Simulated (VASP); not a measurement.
Data:

```
CELL_PARAMETERS angstrom
      4.20927     0.00000     0.00000
     -2.10464     3.64533     0.00000
      0.00000     0.00000     6.56139
ATOMIC_POSITIONS crystal
  Ga 0.00000 0.00000 0.00000
  Ga 0.00000 0.00000 0.50000
  Bi 0.33333 0.66667 0.25000
  Bi 0.66667 0.33333 0.75000
```

All values below come from LDA (Ceperley-Alder, Perdew-Zunger), VASP's LDA PAW potentials (set 64) (plane waves; VASP 6.6.1). Numerical set-up: 400 eV cut-off, 9×9×5 Γ-centred mesh, tetrahedra with Blöchl corrections, potentials Ga_d Bi_d.

Unless said otherwise, spin-orbit coupling is left out, though it shifts the bands of the heavy elements here.

Problem. Tabulate the total density of states (states/eV per cell) against energy (eV; zero at the valence-band maximum or, without a gap, the Fermi level).

Solution. 
```
E (eV) | DOS (states/eV)
    -9.91 |  0.00
    -9.58 |  0.00
    -9.25 |  0.00
    -8.93 |  0.00
    -8.49 |  0.00
    -8.16 |  0.00
    -7.83 |  0.00
    -7.51 | # 0.06
    -7.18 | ####### 0.66
    -6.85 | ################ 1.65
    -6.52 | ############### 1.47
    -6.20 | ###################### 2.18
    -5.76 | ################### 1.91
    -5.43 | ############### 1.54
    -5.11 | ####### 0.70
    -4.78 | ##### 0.45
    -4.45 | ### 0.28
    -4.12 | ###### 0.64
    -3.79 | ################# 1.72
    -3.47 | ################ 1.64
    -3.03 | #################### 2.04
    -2.70 | ###################### 2.26
    -2.38 | ################## 1.83
    -2.05 | ################### 1.87
    -1.72 | ######################## 2.41
    -1.39 | ##################### 2.12
    -1.07 | ################## 1.85
    -0.74 | #################### 2.05
    -0.30 | ####################### 2.30
     0.03 | ################### 1.90
     0.35 | #################### 2.02
     0.68 | #################### 1.98
     1.01 | ############### 1.51
     1.33 | ################## 1.82
     1.66 | ########################## 2.61
     1.99 | ##### 0.54
     2.43 | ######### 0.94
     2.75 | ####################### 2.31
     3.08 | ############################## 3.01
     3.41 | ##################### 2.15
```
Within 2 eV below the Fermi level the largest weight inside VASP's projection spheres is Bi p, then Ga p.

The structure was generated: GaBi was put into the NiAs type (P6_3/mmc), which need not be its known phase. It was relaxed first.
